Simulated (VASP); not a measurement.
# A VASP study of MgMo (rSCAN): structure first, properties next, part 2 of 3

Aim: relax MgMo, then compute properties on the relaxed cell. The cell is invented: it takes the structure of a Materials Project entry for MgZr (space group 166 there), with some of its atoms replaced by other elements, volume scaled by an estimate. It may not be a known or stable phase. Left out of this account: 2 further runs (core levels: core levels are not valid at this level; density of states: it ended just at its time limit, and its output was not read).

VASP 6.6.1; rSCAN; plane waves and PAW (Mo_sv, Mg); invented cell.

Still holding for the runs below: The k-mesh is coarse for a metal.

So far. Step 2 (Relaxing cell and atoms (rSCAN)): It ends with forces that vanish by symmetry and a pressure of 0.01 GPa. The relaxed cell has a = 2.833, c = 14.663 Å (conventional setting).

## (3) Second relaxation

A relaxation keeps the plane waves of the cell it began with, so it is repeated from the new cell, on a basis made for it.

File INCAR:

```
SYSTEM = MgMo
PREC = Accurate
ENCUT = 400
EDIFF = 1E-06
NELM = 100
ISMEAR = 1
SIGMA = 0.2
LREAL = .FALSE.
ALGO = Normal
METAGGA = RSCAN
LASPH = .TRUE.
LORBIT = 11
LWAVE = .FALSE.
LCHARG = .FALSE.
IBRION = 2
NSW = 60
ISIF = 3
EDIFFG = -0.01
```

File POSCAR:

```
MgMo
1.0
    1.4165640612      0.8178541277      4.8877257563
   -1.4165640612      0.8178541277      4.8877257563
    0.0000000000     -1.6357073528      4.8877257673
Mo Mg
1 1
Direct
    0.5000000000      0.5000000000      0.5000000000
    0.0000000000      0.0000000000      0.0000000000
```

File KPOINTS:

```
Automatic mesh
0
Gamma
9 9 9
0 0 0
```

PAW data sets: Mo_sv and Mg (PBE family, release 64).

Launch:

```sh
$ mpirun -np 1 vasp_std
```

The program printed:

```text
[banner, memory and clock lines left out]
running    1 mpi-ranks, on    1 nodes
 distrk:  each k-point on    1 cores,    1 groups
 distr:  one band on    1 cores,    1 groups

 POSCAR found type information on POSCAR MoMg
 POSCAR found :  2 types and       2 ions
 [... a notice as in an earlier step ...]

 LDA part: xc-table for (None), standard interpolation
 POSCAR, INCAR and KPOINTS ok, starting setup
 FFT: planning ... GRIDC
 FFT: planning ... GRID_SOFT
 FFT: planning ... GRID
 WAVECAR not read
 entering main loop
       N       E                     dE             d eps       ncg     rms          rms(c)
DAV:   1     0.540767557253E+02    0.54077E+02   -0.92448E+03  2360   0.104E+03
DAV:   2    -0.491531988084E+02   -0.10323E+03   -0.99271E+02  2436   0.301E+02
DAV:   3    -0.509587371930E+02   -0.18055E+01   -0.17538E+01  2372   0.394E+01
DAV:   4    -0.509710810778E+02   -0.12344E-01   -0.12333E-01  2136   0.331E+00
DAV:   5    -0.509711790063E+02   -0.97929E-04   -0.97923E-04  2408   0.293E-01    0.121E+01
DAV:   6    -0.445818277049E+02    0.63894E+01   -0.31732E+00  2044   0.212E+01    0.206E+00
DAV:   7    -0.445847855048E+02   -0.29578E-02   -0.46121E-02  2272   0.215E+00    0.131E+00
DAV:   8    -0.445940573827E+02   -0.92719E-02   -0.36506E-02  2068   0.201E+00    0.535E-01
DAV:   9    -0.445954824534E+02   -0.14251E-02   -0.19925E-03  2308   0.512E-01    0.155E-01
DAV:  10    -0.445955497970E+02   -0.67344E-04   -0.27936E-04  2196   0.172E-01    0.272E-02
DAV:  11    -0.445955650289E+02   -0.15232E-04   -0.23092E-05  2184   0.445E-02    0.757E-03
DAV:  12    -0.445955630148E+02    0.20141E-05   -0.67406E-07  1236   0.928E-03    0.179E-03
DAV:  13    -0.445955630022E+02    0.12602E-07   -0.12332E-07  1052   0.378E-03
   1 F= -.44595563E+02 E0= -.44596786E+02  d E =-.445956E+02
 curvature:   0.00 expect dE= 0.000E+00 dE for cont linesearch  0.000E+00
 trial: gam= 0.00000 g(F)=  0.384E-59 g(S)=  0.138E-03 ort = 0.000E+00 (trialstep = 0.100E+01)
 search vector abs. value=  0.138E-03
 bond charge predicted
       N       E                     dE             d eps       ncg     rms          rms(c)
DAV:   1    -0.445981883491E+02   -0.26253E-02   -0.49886E-02  2088   0.289E+00    0.400E-01
DAV:   2    -0.445957547651E+02    0.24336E-02   -0.10477E-02  2080   0.106E+00    0.824E-02
DAV:   3    -0.445955570235E+02    0.19774E-03   -0.39314E-04  2080   0.141E-01    0.451E-02
DAV:   4    -0.445955646517E+02   -0.76282E-05   -0.45745E-05  2228   0.778E-02    0.257E-02
DAV:   5    -0.445955721887E+02   -0.75370E-05   -0.94866E-06  2276   0.332E-02    0.825E-03
DAV:   6    -0.445955732336E+02   -0.10449E-05   -0.11409E-06  1096   0.118E-02    0.205E-03
DAV:   7    -0.445955730583E+02    0.17532E-06   -0.69666E-08  1036   0.296E-03
   2 F= -.44595573E+02 E0= -.44596790E+02  d E =-.100561E-04
 trial-energy change:   -0.000010  1 .order   -0.000005   -0.000138    0.000128
 step:   0.5468(harm=  0.5190)  dis= 0.00000  next Energy=   -44.595602 (dE=-0.386E-04)
 bond charge predicted
       N       E                     dE             d eps       ncg     rms          rms(c)
DAV:   1    -0.445961471941E+02   -0.57396E-03   -0.10262E-02  2084   0.131E+00    0.180E-01
DAV:   2    -0.445956491027E+02    0.49809E-03   -0.22242E-03  2080   0.487E-01    0.376E-02
DAV:   3    -0.445956029997E+02    0.46103E-04   -0.88780E-05  2072   0.663E-02    0.198E-02
DAV:   4    -0.445956027546E+02    0.24504E-06   -0.95362E-06  2228   0.351E-02
   3 F= -.44595603E+02 E0= -.44596822E+02  d E =-.397524E-04
 curvature:  -0.26 expect dE=-0.421E-05 dE for cont linesearch -0.291E-05
 trial: gam= 0.00000 g(F)=  0.158E-58 g(S)=  0.163E-04 ort =-0.394E-04 (trialstep = 0.909E+00)
 search vector abs. value=  0.163E-04
 reached required accuracy - stopping structural energy minimisation
```

It took 6.8 min on 1 MPI rank of AMD EPYC 9R14 (Zen 4), shared host; peak memory 0.2 GiB.

OUTCAR, selected parts (step 3):

```text
  LATTYP: Found a trigonal (rhomboedric) cell.
 ALAT       =     5.1541635774
 COS(alpha) =     0.8489272307

The static configuration has the point symmetry D_3d.

 Found     85 irreducible k-points:

   ENCUT  =  400.0 eV  29.40 Ry    5.42 a.u.   8.41  8.41  8.41*2*pi/ulx,y,z

   NELECT =      16.0000    total number of electrons

 E-fermi :   7.3764

 k-point     1 :       0.0000    0.0000    0.0000
  band No.  band energies     occupation
    ...
      5      -0.3614      2.00000
      6       3.4563      2.00000
      7       6.4227      2.00000
      8       7.1294      2.07088
      9       7.1294      2.07088
     10       9.7231     -0.00000
     11       9.7231     -0.00000
     12      11.5463      0.00000

 k-point     2 :       0.1111    0.0000   -0.0000
  band No.  band energies     occupation
    ...
      4     -28.0414      2.00000
      5       0.0112      2.00000
      6       3.8461      2.00000
      7       6.0934      2.00000
      8       6.7694      2.00015
      9       7.5237      0.05616
     10       9.5884     -0.00000
     11       9.9743     -0.00000
     12      11.7582      0.00000

  Total        0.0177640      0.0177640      0.0066577      0.0000000      0.0000000      0.0000000
  in kB        0.8390987      0.8390991      0.3144824      0.0000000      0.0000000      0.0000000
  external PRESSURE =       0.6642267 kB  Pullay stress =       0.0000000 kB

  energy-cutoff  :      400.00
  volume of cell :       33.92
      direct lattice vectors                 reciprocal lattice vectors
     1.415903304  0.817472639  4.884059607     0.353131459  0.203880497  0.068249223
    -1.415903304  0.817472639  4.884059607    -0.353131459  0.203880497  0.068249223
    -0.000000000 -1.634944376  4.884059618     0.000000000 -0.407760994  0.068249260

 POSITION                                       TOTAL-FORCE (eV/Angst)
 -----------------------------------------------------------------------------------
     -0.00000      0.00000      7.32609        -0.000000      0.000000      0.000000
     -0.00000     -0.00000      0.00000         0.000000      0.000000     -0.000000
 -----------------------------------------------------------------------------------
    total drift:                                0.000000     -0.000000      0.000000

  FREE ENERGIE OF THE ION-ELECTRON SYSTEM (eV)
  ---------------------------------------------------
  free  energy   TOTEN  =       -44.5956027546 eV

  energy  without entropy=      -44.5992601573  energy(sigma->0) =      -44.59682189

 total charge
# of ion       s       p       d       tot
------------------------------------------
    1        2.352   6.143   3.844  12.339
    2        0.213   0.192   0.029   0.435
--------------------------------------------------
tot          2.565   6.336   3.873  12.774

[... 4 parts as in an earlier step ...]

[... 7 further parts left out ...]
```

CONTCAR:

```
MgMo
   1.00000000000000
     1.4159033038373838    0.8174726386444690    4.8840596073510270
    -1.4159033038373838    0.8174726386444690    4.8840596073510270
    -0.0000000000000000   -1.6349443757563078    4.8840596184509293
  Mo              Mg
     1     1
Direct
     0.5000000000000000    0.5000000000000000    0.5000000000000000
     0.0000000000000000    0.0000000000000000    0.0000000000000000
```

Little changed from the start: no atom moved by 0.005 Å and no cell edge by 0.1 %.

This step gave:

| Property | Result |
| --- | --- |
| Fermi energy | 7.376 eV |
| pressure | 0.06642 GPa |
| SCF cycles over all ionic steps | 24 |

It ends with forces that vanish by symmetry and a pressure of 0.07 GPa.

## (4) Single point with fields (rSCAN)

A single point on the relaxed cell gives a clean self-consistent state, with density, ELF and potential written out.

INCAR, as its differences from that of step 3:

```diff
@@ -13,6 +13,5 @@
 LWAVE = .FALSE.
-LCHARG = .FALSE.
-IBRION = 2
-NSW = 60
-ISIF = 3
-EDIFFG = -0.01
+LCHARG = .TRUE.
+ISIF = 2
+LELF = .TRUE.
+LVHAR = .TRUE.
```

File POSCAR:

```
MgMo
1.0
    1.4159033038      0.8174726386      4.8840596074
   -1.4159033038      0.8174726386      4.8840596074
    0.0000000000     -1.6349443758      4.8840596185
Mo Mg
1 1
Direct
    0.5000000000      0.5000000000      0.5000000000
    0.0000000000      0.0000000000      0.0000000000
```

KPOINTS is that of step 3.

Launch:

```sh
$ mpirun -np 1 vasp_std
```

The program printed:

```text
[... set-up lines as in an earlier step ...]
 entering main loop
       N       E                     dE             d eps       ncg     rms          rms(c)
DAV:   1     0.518512855722E+02    0.51851E+02   -0.92488E+03  2368   0.104E+03
DAV:   2    -0.491860288492E+02   -0.10104E+03   -0.97112E+02  2460   0.299E+02
DAV:   3    -0.509556519733E+02   -0.17696E+01   -0.16947E+01  2308   0.385E+01
DAV:   4    -0.509698636175E+02   -0.14212E-01   -0.14178E-01  2240   0.324E+00
DAV:   5    -0.509699714560E+02   -0.10784E-03   -0.10783E-03  2328   0.290E-01    0.121E+01
DAV:   6    -0.445818212044E+02    0.63882E+01   -0.31680E+00  2044   0.212E+01    0.206E+00
DAV:   7    -0.445847394982E+02   -0.29183E-02   -0.46102E-02  2272   0.215E+00    0.131E+00
DAV:   8    -0.445939809668E+02   -0.92415E-02   -0.36431E-02  2068   0.201E+00    0.535E-01
DAV:   9    -0.445953984657E+02   -0.14175E-02   -0.19825E-03  2332   0.512E-01    0.155E-01
DAV:  10    -0.445954657936E+02   -0.67328E-04   -0.27621E-04  2188   0.172E-01    0.273E-02
DAV:  11    -0.445954808305E+02   -0.15037E-04   -0.22902E-05  2204   0.443E-02    0.752E-03
DAV:  12    -0.445954788318E+02    0.19986E-05   -0.66784E-07  1212   0.927E-03    0.179E-03
DAV:  13    -0.445954788202E+02    0.11656E-07   -0.12319E-07  1056   0.378E-03
   1 F= -.44595479E+02 E0= -.44596699E+02  d E =0.366141E-02
```

Wall time 3.4 min (1 MPI rank); peak memory 0.19 GiB.

Parts of OUTCAR (step 4):

```text
  LATTYP: Found a trigonal (rhomboedric) cell.
 ALAT       =     5.1504448283
 COS(alpha) =     0.8488501021

The static configuration has the point symmetry D_3d.

 Found     85 irreducible k-points:

   ENCUT  =  400.0 eV  29.40 Ry    5.42 a.u.   8.40  8.40  8.40*2*pi/ulx,y,z

   NELECT =      16.0000    total number of electrons

 E-fermi :   7.3761

 k-point     1 :       0.0000    0.0000    0.0000
  band No.  band energies     occupation
    ...
      5      -0.3615      2.00000
      6       3.4557      2.00000
      7       6.4226      2.00000
      8       7.1293      2.07089
      9       7.1293      2.07089
     10       9.7229     -0.00000
     11       9.7229     -0.00000
     12      11.5461      0.00000

 k-point     2 :       0.1111   -0.0000    0.0000
  band No.  band energies     occupation
    ...
      4     -28.0420      2.00000
      5       0.0111      2.00000
      6       3.8456      2.00000
      7       6.0932      2.00000
      8       6.7693      2.00015
      9       7.5236      0.05566
     10       9.5882     -0.00000
     11       9.9742     -0.00000
     12      11.7580      0.00000

  Total        0.0084517      0.0084517     -0.0052510      0.0000000     -0.0000000      0.0000000
  in kB        0.3992218      0.3992219     -0.2480338      0.0000000     -0.0000000      0.0000000
  external PRESSURE =       0.1834700 kB  Pullay stress =       0.0000000 kB

  energy-cutoff  :      400.00
  volume of cell :       33.92
      direct lattice vectors                 reciprocal lattice vectors
     1.415903304  0.817472639  4.884059607     0.353131459  0.203880497  0.068249223
    -1.415903304  0.817472639  4.884059607    -0.353131459  0.203880497  0.068249223
     0.000000000 -1.634944376  4.884059619     0.000000000 -0.407760994  0.068249260

 POSITION                                       TOTAL-FORCE (eV/Angst)
 -----------------------------------------------------------------------------------
      0.00000      0.00000      7.32609        -0.000000     -0.000000     -0.000000
      0.00000      0.00000      0.00000         0.000000      0.000000      0.000000
 -----------------------------------------------------------------------------------
    total drift:                                0.000000     -0.000000      0.000000

  FREE ENERGIE OF THE ION-ELECTRON SYSTEM (eV)
  ---------------------------------------------------
  free  energy   TOTEN  =       -44.5954788202 eV

  energy  without entropy=      -44.5991402262  energy(sigma->0) =      -44.59669929

[... 5 parts as in an earlier step ...]

[... 6 further parts left out ...]
```

Numbers from this step:

```
SCF cycles : 13
pressure   : 0.01835 GPa
```

Valence electrons inside each PAW sphere by angular momentum. Sphere charges, by row:

| atom | s (e) | p (e) | d (e) | tot (e) |
| --- | --- | --- | --- | --- |
| Mo1 | 2.352 | 6.143 | 3.844 | 12.34 |
| Mg2 | 0.213 | 0.192 | 0.029 | 0.435 |

Valence density in the ac plane of the cell as run, not the conventional one, at fractional y = 0.000, with atoms of Mg within 0.2 Å of it. It is the smooth field of the valence electrons, not physical close to the nuclei.

Values in e/Å³, 13 rows by 14 columns, each cell a mean:
```
0.04 0.04 0.06 0.12 0.17 0.20 0.26 0.32 0.33 0.27 0.22 0.17 0.12 0.06
0.07 0.04 0.04 0.07 0.13 0.16 0.20 0.26 0.34 0.34 0.28 0.22 0.18 0.13
0.13 0.08 0.06 0.06 0.09 0.13 0.16 0.20 0.27 0.35 0.36 0.29 0.22 0.18
0.18 0.14 0.10 0.08 0.08 0.11 0.14 0.16 0.20 0.26 0.35 0.36 0.29 0.23
0.23 0.18 0.15 0.12 0.11 0.11 0.12 0.14 0.16 0.19 0.26 0.33 0.35 0.29
0.29 0.23 0.18 0.16 0.14 0.12 0.12 0.13 0.14 0.16 0.19 0.24 0.31 0.34
0.33 0.31 0.24 0.19 0.16 0.14 0.13 0.12 0.13 0.14 0.16 0.18 0.23 0.30
0.29 0.34 0.32 0.25 0.19 0.16 0.14 0.13 0.12 0.12 0.13 0.15 0.18 0.23
0.23 0.29 0.35 0.34 0.26 0.20 0.16 0.14 0.12 0.10 0.09 0.11 0.15 0.18
0.18 0.22 0.29 0.36 0.35 0.27 0.20 0.16 0.14 0.10 0.07 0.07 0.09 0.14
0.13 0.18 0.22 0.28 0.35 0.34 0.27 0.20 0.16 0.13 0.08 0.05 0.05 0.07
0.06 0.12 0.17 0.22 0.27 0.33 0.33 0.26 0.20 0.17 0.12 0.07 0.04 0.04
0.04 0.06 0.12 0.17 0.21 0.27 0.32 0.32 0.26 0.21 0.17 0.12 0.06 0.04
```
Columns run along a (5.2 Å), rows up along c (5.2 Å). Atoms in or near the plane, at fractional coordinates: Mg at (0.00, 0.00).

ELF in the ac plane of the cell as run, not the conventional one, at fractional y = 0.000, with atoms of Mg within 0.2 Å of it. It is the smooth field of the valence electrons, not physical close to the nuclei.

Values, 13 rows by 14 columns, each cell a mean:
```
0.00 0.00 0.10 0.38 0.51 0.44 0.34 0.31 0.33 0.39 0.49 0.55 0.39 0.09
0.12 0.02 0.02 0.16 0.42 0.48 0.38 0.29 0.29 0.32 0.39 0.50 0.56 0.42
0.44 0.20 0.07 0.08 0.26 0.47 0.46 0.32 0.24 0.27 0.32 0.38 0.49 0.56
0.53 0.48 0.32 0.19 0.21 0.38 0.51 0.44 0.29 0.22 0.26 0.31 0.37 0.46
0.42 0.47 0.49 0.44 0.35 0.36 0.46 0.52 0.43 0.29 0.23 0.26 0.31 0.36
0.34 0.35 0.40 0.48 0.50 0.46 0.44 0.49 0.53 0.45 0.32 0.26 0.28 0.32
0.32 0.30 0.29 0.34 0.45 0.52 0.49 0.45 0.48 0.51 0.47 0.37 0.32 0.32
0.35 0.32 0.27 0.24 0.29 0.43 0.53 0.49 0.41 0.41 0.47 0.49 0.44 0.39
0.44 0.37 0.32 0.26 0.22 0.28 0.43 0.52 0.44 0.29 0.27 0.38 0.48 0.50
0.54 0.48 0.38 0.32 0.27 0.23 0.29 0.44 0.49 0.33 0.14 0.11 0.25 0.46
0.42 0.56 0.50 0.39 0.32 0.28 0.26 0.34 0.46 0.45 0.21 0.04 0.03 0.14
0.09 0.39 0.56 0.50 0.39 0.33 0.30 0.31 0.40 0.50 0.40 0.13 0.01 0.01
0.00 0.08 0.37 0.54 0.48 0.38 0.33 0.32 0.36 0.46 0.53 0.38 0.09 0.00
```
Columns run along a (5.2 Å), rows up along c (5.2 Å). Atoms in or near the plane, at fractional coordinates: Mg at (0.00, 0.00).

Electrostatic potential energy in the ac plane of the cell as run, not the conventional one, at fractional y = 0.000, with atoms of Mg within 0.2 Å of it. With pseudopotentials it is smooth inside the atoms' cores, unlike the true potential.

Ten even steps from '_' (-23 eV) to '@' (1 eV), each cell a mean:
```
____..**@@@@@@%%%%@@@@@@**..
::____--##@@@@@@%%%%@@@@@@**
##--..::++%%@@@@@@%%%%@@@@@@
@@%%++==++##@@@@@@@@%%%%@@@@
@@@@@@######%%@@@@@@@@%%%%@@
@@@@@@@@@@%%%%@@@@@@@@@@%%%%
%%%%@@@@@@@@@@%%%%@@@@@@@@%%
@@%%%%@@@@@@@@%%%%##%%@@@@@@
@@@@%%%%@@@@@@@@%%**++**%%@@
@@@@@@%%%%@@@@@@%%**--::==##
**@@@@@@%%%%@@@@@@%%==..__::
..**@@@@@@%%%%@@@@@@##::____
__..++@@@@@@%%%%@@@@@@**..__
```
Columns run along a (5.2 Å; values clipped at the 3rd and 97th percentile), rows up along c (5.2 Å). Atoms in or near the plane, at fractional coordinates: Mg at (0.00, 0.00).

In this run the pressure is 0.02 GPa, small enough to go on.

[end of part 2 of 3]

[Lines on the potential files, build, host, timing and source positions are cut from VASP's logs without a mark.]

[Logs are printed without paths, hosts, clocks, repeated set-up lines and the standing remarks that a program may print on its own settings, such as how far it seeks lower states.]

[Hosts, paths, dates, database ids (printed as entryN), source tags and the programs' standing remarks are cut or masked in the printed files.]

[A measured line is paired with the nearest computed mode of its activity, which favours agreement.]
